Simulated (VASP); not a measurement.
These are PBE GGA, VASP's PBE PAW potentials (set 64) (plane waves; VASP) values and carry that method's errors.

VASP input:

File POSCAR:
```
Zn32HSe32
1.0
 11.4825331920   0.0000000000   0.0000000000
  0.0000000000  11.4825331920   0.0000000000
  0.0000000000   0.0000000000  11.4825331920
Zn Se H
32 32 1
direct
  0.5000000000   0.0000000000   0.0000000000
  0.7500000000   0.2500000000   0.0000000000
  0.7500000000   0.0000000000   0.2500000000
  0.0000000000   0.0000000000   0.0000000000
  0.2500000000   0.2500000000   0.0000000000
  0.5000000000   0.5000000000   0.0000000000
  0.7500000000   0.7500000000   0.0000000000
  0.2500000000   0.0000000000   0.2500000000
  0.5017850000   0.2543360000   0.2512060000
  0.7500000000   0.5000000000   0.2500000000
  0.5000000000   0.0000000000   0.5000000000
  0.7500000000   0.2500000000   0.5000000000
  0.7500000000   0.0000000000   0.7500000000
  0.0000000000   0.5000000000   0.0000000000
  0.2500000000   0.7500000000   0.0000000000
  0.0000000000   0.2500000000   0.2500000000
  0.2496420000   0.5003860000   0.2506750000
  0.5000000000   0.7500000000   0.2500000000
  0.0000000000   0.0000000000   0.5000000000
  0.2457900000   0.2465730000   0.4977540000
  0.4981560000   0.5003510000   0.4965980000
  0.7500000000   0.7500000000   0.5000000000
  0.2500000000   0.0000000000   0.7500000000
  0.5000000000   0.2500000000   0.7500000000
  0.7500000000   0.5000000000   0.7500000000
  0.0000000000   0.7500000000   0.2500000000
  0.0000000000   0.5000000000   0.5000000000
  0.2500000000   0.7500000000   0.5000000000
  0.0000000000   0.2500000000   0.7500000000
  0.2500000000   0.5000000000   0.7500000000
  0.5000000000   0.7500000000   0.7500000000
  0.0000000000   0.7500000000   0.7500000000
  0.6250000000   0.1250000000   0.1250000000
  0.8750000000   0.3750000000   0.1250000000
  0.8750000000   0.1250000000   0.3750000000
  0.1250000000   0.1250000000   0.1250000000
  0.3774090000   0.3754300000   0.1219860000
  0.6250000000   0.6250000000   0.1250000000
  0.8750000000   0.8750000000   0.1250000000
  0.3780020000   0.1259310000   0.3746060000
  0.6207520000   0.3718220000   0.3762820000
  0.8750000000   0.6250000000   0.3750000000
  0.6250000000   0.1250000000   0.6250000000
  0.8750000000   0.3750000000   0.6250000000
  0.8750000000   0.1250000000   0.8750000000
  0.1250000000   0.6250000000   0.1250000000
  0.3750000000   0.8750000000   0.1250000000
  0.1255930000   0.3750950000   0.3750590000
  0.3709020000   0.6223400000   0.3729090000
  0.6250000000   0.8750000000   0.3750000000
  0.1250000000   0.1250000000   0.6250000000
  0.3781270000   0.3706840000   0.6216900000
  0.6250000000   0.6250000000   0.6250000000
  0.8750000000   0.8750000000   0.6250000000
  0.3750000000   0.1250000000   0.8750000000
  0.6250000000   0.3750000000   0.8750000000
  0.8750000000   0.6250000000   0.8750000000
  0.1250000000   0.8750000000   0.3750000000
  0.1250000000   0.6250000000   0.6250000000
  0.3750000000   0.8750000000   0.6250000000
  0.1250000000   0.3750000000   0.8750000000
  0.3750000000   0.6250000000   0.8750000000
  0.6250000000   0.8750000000   0.8750000000
  0.1250000000   0.8750000000   0.8750000000
  0.3730800000   0.3734100000   0.3773490000
```

**INCAR**
```
ALGO=Fast
EDIFF=1E-5
EDIFFG=-0.03
ENCUT=400
GGA=PE
IBRION=2
ISIF=2
ISMEAR=0
ISYM=0
LASPH=.TRUE.
LCHARG=.FALSE.
LMAXMIX=4
LREAL=Auto
LWAVE=.FALSE.
NELECT=578.0
NELM=100
NELMIN=4
NSW=60
PREC=Normal
SIGMA=0.05
SYSTEM=Zn32HSe32
```

File KPOINTS:
```
Automatic mesh
0
Gamma
1 1 1
0 0 0
```

POTCAR, in this order: Zn Se H (PBE.64 set). Program: vasp_gam.

What VASP printed:

OSZICAR:
```
...
RMM:   2    -0.190149384820E+03   -0.48406E-02   -0.50843E-02   692   0.440E-01    0.143E-01
RMM:   3    -0.190149976383E+03   -0.59156E-03   -0.65115E-03   692   0.155E-01    0.126E-01
RMM:   4    -0.190150009984E+03   -0.33601E-04   -0.96262E-04   702   0.715E-02    0.101E-01
RMM:   5    -0.190149998109E+03    0.11875E-04   -0.45911E-04   692   0.359E-02    0.209E-02
RMM:   6    -0.190149995925E+03    0.21845E-05   -0.51461E-05   526   0.140E-02
   7 F= -.19015000E+03 E0= -.19015000E+03  d E =-.307543E-01
       N       E                     dE             d eps       ncg     rms          rms(c)
DAV:   1    -0.190167755255E+03   -0.17757E-01   -0.28288E+01   720   0.838E+00    0.485E-01
RMM:   2    -0.190179132580E+03   -0.11377E-01   -0.11989E-01   692   0.689E-01    0.218E-01
RMM:   3    -0.190180452060E+03   -0.13195E-02   -0.14994E-02   693   0.241E-01    0.191E-01
RMM:   4    -0.190180550443E+03   -0.98383E-04   -0.22766E-03   704   0.111E-01    0.160E-01
RMM:   5    -0.190180520013E+03    0.30431E-04   -0.11113E-03   692   0.553E-02    0.346E-02
RMM:   6    -0.190180512951E+03    0.70618E-05   -0.11999E-04   622   0.220E-02    0.261E-02
RMM:   7    -0.190180500290E+03    0.12660E-04   -0.49480E-05   527   0.117E-02    0.950E-03
RMM:   8    -0.190180500346E+03   -0.55545E-07   -0.27222E-05   465   0.770E-03
   8 F= -.19018050E+03 E0= -.19018050E+03  d E =-.612587E-01
       N       E                     dE             d eps       ncg     rms          rms(c)
DAV:   1    -0.190144738028E+03    0.35762E-01   -0.11518E+02   728   0.170E+01    0.991E-01
RMM:   2    -0.190202495500E+03   -0.57757E-01   -0.61515E-01   692   0.164E+00    0.489E-01
RMM:   3    -0.190207561882E+03   -0.50664E-02   -0.68286E-02   693   0.547E-01    0.392E-01
RMM:   4    -0.190208094142E+03   -0.53226E-03   -0.10143E-02   704   0.233E-01    0.343E-01
RMM:   5    -0.190207922348E+03    0.17179E-03   -0.49732E-03   692   0.123E-01    0.706E-02
RMM:   6    -0.190207905119E+03    0.17230E-04   -0.60275E-04   694   0.518E-02    0.552E-02
RMM:   7    -0.190207861074E+03    0.44045E-04   -0.16649E-04   677   0.219E-02    0.271E-02
RMM:   8    -0.190207853145E+03    0.79289E-05   -0.20581E-04   636   0.200E-02    0.130E-02
RMM:   9    -0.190207849656E+03    0.34885E-05   -0.30531E-05   473   0.121E-02
   9 F= -.19020785E+03 E0= -.19020785E+03  d E =-.886081E-01
       N       E                     dE             d eps       ncg     rms          rms(c)
DAV:   1    -0.190205754302E+03    0.20988E-02   -0.70111E+00   752   0.415E+00    0.240E-01
RMM:   2    -0.190208412955E+03   -0.26587E-02   -0.28426E-02   692   0.322E-01    0.102E-01
RMM:   3    -0.190208738679E+03   -0.32572E-03   -0.36560E-03   693   0.116E-01    0.942E-02
RMM:   4    -0.190208758964E+03   -0.20285E-04   -0.55809E-04   706   0.528E-02    0.766E-02
RMM:   5    -0.190208750473E+03    0.84910E-05   -0.25379E-04   681   0.267E-02    0.165E-02
RMM:   6    -0.190208749255E+03    0.12176E-05   -0.28684E-05   473   0.101E-02
  10 F= -.19020875E+03 E0= -.19020875E+03  d E =-.895077E-01
       N       E                     dE             d eps       ncg     rms          rms(c)
DAV:   1    -0.190221690194E+03   -0.12940E-01   -0.61147E+00   728   0.429E+00    0.376E-01
RMM:   2    -0.190225279312E+03   -0.35891E-02   -0.41636E-02   692   0.389E-01    0.140E-01
RMM:   3    -0.190225711227E+03   -0.43191E-03   -0.56567E-03   693   0.144E-01    0.970E-02
RMM:   4    -0.190225732622E+03   -0.21395E-04   -0.92796E-04   710   0.679E-02    0.740E-02
RMM:   5    -0.190225712888E+03    0.19734E-04   -0.25798E-04   692   0.328E-02    0.209E-02
RMM:   6    -0.190225718163E+03   -0.52743E-05   -0.54686E-05   527   0.131E-02
  11 F= -.19022572E+03 E0= -.19022572E+03  d E =-.169689E-01
       N       E                     dE             d eps       ncg     rms          rms(c)
DAV:   1    -0.190228400832E+03   -0.26879E-02   -0.59050E+00   736   0.422E+00    0.371E-01
RMM:   2    -0.190231971332E+03   -0.35705E-02   -0.41035E-02   692   0.389E-01    0.138E-01
RMM:   3    -0.190232395487E+03   -0.42415E-03   -0.55456E-03   693   0.143E-01    0.980E-02
RMM:   4    -0.190232418495E+03   -0.23009E-04   -0.93305E-04   710   0.689E-02    0.749E-02
RMM:   5    -0.190232397859E+03    0.20637E-04   -0.25952E-04   692   0.330E-02    0.211E-02
RMM:   6    -0.190232403256E+03   -0.53969E-05   -0.54342E-05   534   0.131E-02
  12 F= -.19023240E+03 E0= -.19023240E+03  d E =-.236540E-01
       N       E                     dE             d eps       ncg     rms          rms(c)
DAV:   1    -0.190232421716E+03   -0.23857E-04   -0.18413E-01   768   0.747E-01    0.665E-02
RMM:   2    -0.190232546624E+03   -0.12491E-03   -0.13973E-03   692   0.745E-02    0.257E-02
RMM:   3    -0.190232560788E+03   -0.14164E-04   -0.18543E-04   693   0.269E-02    0.197E-02
RMM:   4    -0.190232561836E+03   -0.10472E-05   -0.33868E-05   455   0.134E-02
  13 F= -.19023256E+03 E0= -.19023256E+03  d E =-.238126E-01
       N       E                     dE             d eps       ncg     rms          rms(c)
DAV:   1    -0.190234363130E+03   -0.18023E-02   -0.10461E+00   720   0.180E+00    0.200E-01
RMM:   2    -0.190235339518E+03   -0.97639E-03   -0.11258E-02   692   0.190E-01    0.650E-02
RMM:   3    -0.190235452912E+03   -0.11339E-03   -0.14714E-03   693   0.725E-02    0.500E-02
RMM:   4    -0.190235460003E+03   -0.70906E-05   -0.24019E-04   709   0.340E-02    0.385E-02
RMM:   5    -0.190235455018E+03    0.49849E-05   -0.64092E-05   586   0.166E-02
  14 F= -.19023546E+03 E0= -.19023546E+03  d E =-.289318E-02
       N       E                     dE             d eps       ncg     rms          rms(c)
DAV:   1    -0.190235708392E+03   -0.24839E-03   -0.48111E-01   744   0.122E+00    0.138E-01
RMM:   2    -0.190236160028E+03   -0.45164E-03   -0.52498E-03   692   0.129E-01    0.463E-02
RMM:   3    -0.190236216246E+03   -0.56218E-04   -0.69907E-04   693   0.496E-02    0.344E-02
RMM:   4    -0.190236220528E+03   -0.42827E-05   -0.11530E-04   691   0.233E-02    0.261E-02
RMM:   5    -0.190236218608E+03    0.19208E-05   -0.28988E-05   454   0.114E-02
  15 F= -.19023622E+03 E0= -.19023622E+03  d E =-.365677E-02
       N       E                     dE             d eps       ncg     rms          rms(c)
DAV:   1    -0.190236222169E+03   -0.16405E-05   -0.36040E-02   760   0.335E-01    0.392E-02
RMM:   2    -0.190236256067E+03   -0.33899E-04   -0.40292E-04   692   0.357E-02    0.139E-02
RMM:   3    -0.190236260713E+03   -0.46458E-05   -0.56103E-05   533   0.139E-02    0.989E-03
RMM:   4    -0.190236261139E+03   -0.42577E-06   -0.98122E-06   402   0.736E-03
  16 F= -.19023626E+03 E0= -.19023626E+03  d E =-.369930E-02
       N       E                     dE             d eps       ncg     rms          rms(c)
DAV:   1    -0.190236846083E+03   -0.58537E-03   -0.64265E-01   712   0.139E+00    0.129E-01
RMM:   2    -0.190237326096E+03   -0.48001E-03   -0.53189E-03   692   0.131E-01    0.432E-02
RMM:   3    -0.190237387292E+03   -0.61196E-04   -0.69295E-04   693   0.489E-02    0.359E-02
RMM:   4    -0.190237390916E+03   -0.36237E-05   -0.10748E-04   688   0.225E-02    0.268E-02
RMM:   5    -0.190237388848E+03    0.20679E-05   -0.30807E-05   461   0.113E-02
  17 F= -.19023739E+03 E0= -.19023739E+03  d E =-.112771E-02
       N       E                     dE             d eps       ncg     rms          rms(c)
DAV:   1    -0.190237364766E+03    0.26149E-04   -0.33115E-01   728   0.100E+00    0.948E-02
RMM:   2    -0.190237613499E+03   -0.24873E-03   -0.27823E-03   692   0.941E-02    0.319E-02
RMM:   3    -0.190237646970E+03   -0.33472E-04   -0.36947E-04   694   0.354E-02    0.258E-02
RMM:   4    -0.190237649192E+03   -0.22214E-05   -0.57129E-05   546   0.163E-02
  18 F= -.19023765E+03 E0= -.19023765E+03  d E =-.138805E-02
```

### OUTCAR
```
------------------------ aborting loop because EDIFF is reached ----------------------------------------
  FORCE on cell =-STRESS in cart. coord.  units (eV):
  Direction    XX          YY          ZZ          XY          YZ          ZX
  --------------------------------------------------------------------------------------
  Total        9.4685593      9.4633001      9.4804297     -0.0457494      0.0344177      0.0190177
  in kB       10.0203146     10.0147489     10.0328767     -0.0484154      0.0364233      0.0201260
  external PRESSURE =      10.0226468 kB  Pullay stress =       0.0000000 kB
  volume of cell :     1513.96
      direct lattice vectors                 reciprocal lattice vectors
    11.482533192  0.000000000  0.000000000     0.087088797  0.000000000  0.000000000
     0.000000000 11.482533192  0.000000000     0.000000000  0.087088797  0.000000000
     0.000000000  0.000000000 11.482533192     0.000000000  0.000000000  0.087088797
  FREE ENERGIE OF THE ION-ELECTRON SYSTEM (eV)
  ---------------------------------------------------
  free  energy   TOTEN  =      -190.2376491919 eV

  energy  without entropy=     -190.2376491919  energy(sigma->0) =     -190.23764919

 reached required accuracy - stopping structural energy minimisation
```
(Selected blocks of OUTCAR.)

CONTCAR:
```
Zn32HSe32
   1.00000000000000
    11.4825331920000000    0.0000000000000000    0.0000000000000000
     0.0000000000000000   11.4825331920000000    0.0000000000000000
     0.0000000000000000    0.0000000000000000   11.4825331920000000
  Zn              Se              H
    32    32     1
Direct
     0.5019196198041280    0.0018084519897928    0.0017143989821835
     0.7479271087569950    0.2476959322340489    0.0017064752990200
     0.7480120389316218    0.0018391624493599    0.2477797473823531
     0.9993996535476651    0.9993005094350966    0.9992620180802364
     0.2490013799491552    0.2488345008657292    0.9970352315672337
     0.5008566759715805    0.5007113709399633    0.9972017313176751
     0.7504766013031240    0.7504558839791401    0.9993096280572481
     0.2487434664368258    0.9964784335247366    0.2487841275875045
     0.4850499975228258    0.2642333327791466    0.2647928528013092
     0.7531444781885079    0.5010026402356244    0.2488445795189397
     0.5009694330064164    0.9969319911713094    0.5010095328454005
     0.7526284584768790    0.2490556121366005    0.5008492418968155
     0.7504796553245356    0.9993490411222851    0.7503886577469767
     0.0017679409669814    0.5019147728332245    0.0017859345802027
     0.2477503158364799    0.7479767568648658    0.0018271553419390
     0.9966476504786103    0.2486471318444002    0.2488244524432066
     0.2646043149189791    0.4848409299184124    0.2650028525574837
     0.5010606589764083    0.7527883338332977    0.2488017079823791
     0.0019691460765568    0.0019513439691984    0.5022970788819832
     0.2667450656663745    0.2667511785633167    0.4831938774626112
     0.4843883107477040    0.4841717995622196    0.4842972377735931
     0.7480014083802793    0.7479329413655450    0.5021685718295427
     0.2474911301561677    0.0020217457044205    0.7478120258768489
     0.5008955003972240    0.2489110921097183    0.7526187081241651
     0.7479475519812105    0.5020538831007159    0.7479168125318623
     0.0019650844102057    0.7479782535645135    0.2476935585706430
     0.9969579345524954    0.5008065607023324    0.5010002214060032
     0.2490656000049158    0.7527259332678127    0.5008685552505311
     0.0019560909358115    0.2472922748986093    0.7477252077840354
     0.2485795969564681    0.5012039002220658    0.7534951456093899
     0.5021397773520732    0.7479436610694158    0.7478785929263347
     0.9992872523049026    0.7505435987303072    0.7504311049826404
     0.6201993830487129    0.1295930866887631    0.1295318701441435
     0.8748743383995002    0.3748295644705409    0.1230648503429525
     0.8748081842684715    0.1231150262474220    0.3750163688964409
     0.1247787270140238    0.1246927096059455    0.1247945263125338
     0.3748793006201032    0.3748348449632944    0.1166897586384188
     0.6251390959802386    0.6250151873811446    0.1247512190101372
     0.8749484517755861    0.8748881990635021    0.1249802826010783
     0.3750018929838170    0.1159427453532070    0.3747587809130646
     0.6334093056243378    0.3747881109812502    0.3744102301923936
     0.8749782860934384    0.6266606313708762    0.3749826065941959
     0.6250300509037140    0.1248287240791582    0.6249687083953221
     0.8748415482937061    0.3748978805474766    0.6266707692224911
     0.8748990418559733    0.1249004396199482    0.8748948065830180
     0.1296441442667687    0.6201433821489972    0.1296475851543634
     0.3749572950272049    0.8747829521398088    0.1230780571079027
     0.1159962685021460    0.3749527345099739    0.3746884820981788
     0.3748762761580202    0.6332777206161718    0.3746144352064576
     0.6266413941789101    0.8748322524538652    0.3749788517141506
     0.1300565143816607    0.1299350971428625    0.6196256408397386
     0.3749468322467611    0.3752923031737125    0.6339207185924652
     0.6199870910015631    0.6197955300794674    0.6199565284740812
     0.8748943967455658    0.8749326932214598    0.6249105542220010
     0.3749028599349498    0.1231193390455869    0.8747969614745317
     0.6266393730128658    0.3749054533367044    0.8749029109723807
     0.8749080716891975    0.6248734819621319    0.8748712478599615
     0.1230889600736984    0.8747545569241998    0.3749879802998874
     0.1247462133029642    0.6250908546828912    0.6250844792083036
     0.3749622230941666    0.8748687962731748    0.6266905163659334
     0.1229925167361736    0.3747280147616512    0.8749847276304804
     0.3750287346860475    0.6267489556688781    0.8750565037490858
     0.6248946805090453    0.8749223423531254    0.8748737046102630
     0.1249810319783826    0.8748819250702827    0.8748746470908201
     0.3744766172921864    0.3743795090753060    0.3757376644845418
```

The cell is charged, with a uniform compensating background. The supercell is sampled at Γ alone, which is coarse: total energies, pressure and levels can be off, energies of defects by several tenths of an eV.

The cell is a supercell with a defect, built from ZnSe (zinc blende): H_i, charge -1. The run is not spin-polarised, so no state with unpaired spins was tried.
